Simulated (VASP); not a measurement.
```yaml
crystal:
  lattice:
    - [0.00000, 2.70203, 2.70203]
    - [2.70203, 0.00000, 2.70203]
    - [2.70203, 2.70203, 0.00000]
  atoms:
    - { symbol: Ce, position: [0.00000, 0.00000, 0.00000] }
    - { symbol: O, position: [0.25000, 0.25000, 0.25000] }
    - { symbol: O, position: [0.75000, 0.75000, 0.75000] }
```

These are AM05 GGA, VASP's PBE PAW potentials (set 64) (plane waves; VASP) values and carry that method's errors. Settings: 520 eV cut-off, 7×7×7 Γ-centred mesh, Gaussian smearing of 0.050 eV, potentials Ce O.

Q: Give the energy at these volumes per atom, relative to the lowest: 12.34, 12.74, 13.13, 13.52, 13.92 Å³.

A: 32.7, 8.2, 0.0, 5.8, 23.4 meV/atom. A third-order Birch-Murnaghan fit gives B0 = 187 GPa and B0′ = 4.5.

Measured: bulk modulus 220 GPa (computed value off by -15.1 %), as given by High Pressure Brillouin Spectroscopy and X-ray Diffraction of Cerium Dioxide, PMC8269805; a 5.391 Å at 0 K (computed value off by +0.2 %), as given by Stimac et al., (2024), arXiv:2411.06536 [extrapolated to 0 K]. The calculation is for a static lattice, while the measured bulk modulus holds thermal and zero-point effects, which are part of the difference.

The compound is CeO2 in the fluorite structure. It was relaxed first. The run is not spin-polarised, so no magnetic state was tried.
